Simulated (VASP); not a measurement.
Here is a VASP 6.6.1 calculation.

File INCAR:

```
ALGO = Normal
EDIFF = 1E-7
EDIFFG = -0.005
ENCUT = 520
GGA = PE
IBRION = 2
ISIF = 3
ISMEAR = 0
KPAR = 8
LASPH = True
LCHARG = False
LREAL = False
LWAVE = False
NELM = 120
NSW = 60
POTIM = 0.3
PREC = Accurate
SIGMA = 0.03
```

KPOINTS

```
k-points
0
Gamma
  4 4 6
```

Contents of POSCAR:

```
LuAl3N4                                 
1.0
    6.5848005788      0.0000000000      0.0000000000
    0.0000000000      5.6746357455      0.0000000000
    0.0000000000      0.0000000000      5.1461561139
  Lu              Al              N             
     2     6     8
Direct
     0.0000000000000000    0.8373412661890806    0.9802690800982745
     0.5000000000000000    0.1626587338109195    0.4802690800982746
     0.0000000000000000    0.1862829707526762    0.4959037740214826
     0.5000000000000000    0.8137170292473239    0.9959037740214824
     0.2502064144922188    0.6597321429930213    0.4954336322108576
     0.7497935855077815    0.6597321429930213    0.4954336322108576
     0.7502064144922185    0.3402678570069788    0.9954336322108575
     0.2497935855077813    0.3402678570069788    0.9954336322108575
     0.0000000000000000    0.2103894443136311    0.8656069259430108
     0.5000000000000000    0.7896105556863687    0.3656069259430108
     0.2739423548732305    0.6501378008174915    0.8631535837795210
     0.7260576451267694    0.6501378008174915    0.8631535837795210
     0.0000000000000000    0.8453809567954950    0.4253054079564637
     0.7739423548732306    0.3498621991825085    0.3631535837795212
     0.2260576451267695    0.3498621991825085    0.3631535837795212
     0.5000000000000000    0.1546190432045051    0.9253054079564635
```

Potentials or basis: VASP PAW PBE potentials, release 64 (Lu, Al, N).

Run with:

```sh
$ cat potpaw_PBE.64/Lu/POTCAR potpaw_PBE.64/Al/POTCAR potpaw_PBE.64/N/POTCAR > POTCAR
$ mpirun -np 8 vasp_std > vasp.out
```

Predict the relaxed cell.

a = 6.586 Å, b = 5.673 Å, c = 5.146 Å, α = 90.00°, β = 90.00°, γ = 90.00°.

What does it give for the space group after relaxing (to 0.05 Å)?

Pmn2_1 (No. 31).

What does it give for the relaxed volume?

12.02 Å³/atom.

Forces in eV/Å, atoms in the order of the input:
```
Lu   0.000  0.003 -0.001
Lu   0.000 -0.003 -0.001
Al   0.000 -0.003 -0.001
Al   0.000  0.003 -0.001
Al   0.000 -0.001  0.000
Al   0.000 -0.001  0.000
Al   0.000  0.001  0.000
Al   0.000  0.001  0.000
N    0.000  0.002  0.002
N    0.000 -0.002  0.002
N    0.001  0.000 -0.001
N   -0.001  0.000 -0.001
N    0.000 -0.002  0.002
N    0.001  0.000 -0.001
N   -0.001  0.000 -0.001
N    0.000  0.002  0.002
```
